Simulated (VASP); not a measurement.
Here is the system:

```
Fe
1.0
   -1.41985     1.41985     1.41985
    1.41985    -1.41985     1.41985
    1.41985     1.41985    -1.41985
Fe
1
Direct
  0.00000   0.00000   0.00000
```
Starting moments (μB, in the order of the record's atoms Fe): 2.7.

The numbers are results of r2SCAN meta-GGA, VASP's PBE PAW potentials (set 64) (plane waves; VASP), not measurements. Run with 500 eV cut-off, 18×18×18 Γ-centred mesh, first-order Methfessel-Paxton smearing of 0.10 eV, potentials Fe.

Energy and stress use the plane-wave basis of the starting cell.

**Question.** The ions, cell shape and volume at an external pressure of 10.0 GPa are relaxed. Predict the relaxed structure.

**Answer.** 
```
Fe
1.0
   -1.40912     1.40912     1.40912
    1.40912    -1.40912     1.40912
    1.40912     1.40912    -1.40912
Fe
1
Direct
  0.00000   0.00000   0.00000
```
Space group Im-3m (229), at a tolerance of 0.03 Å. The cell ends with 2.60 μB, on the sites 2.65 μB.

**Question.** How do energy and volume change from the first to the last step?

**Answer.** The energy (σ→0) changes by +12.2 meV/atom and the volume by -2.2 %, in 3 ionic steps.

| step | E(σ→0) (eV) | max force (eV/Å) | pressure (GPa) | volume (Å³) |
|---|---|---|---|---|
| 1 | -14.3561 | 0.000 | 4.99 | 11.45 |
| 2 | -14.3169 | 0.000 | 16.92 | 10.87 |
| 3 | -14.3439 | 0.000 | 10.05 | 11.19 |

The compound is Fe in the bcc structure. This run relaxes it under an external pressure of 10 GPa. Symmetry was kept, so distortions that lower it aren't found.
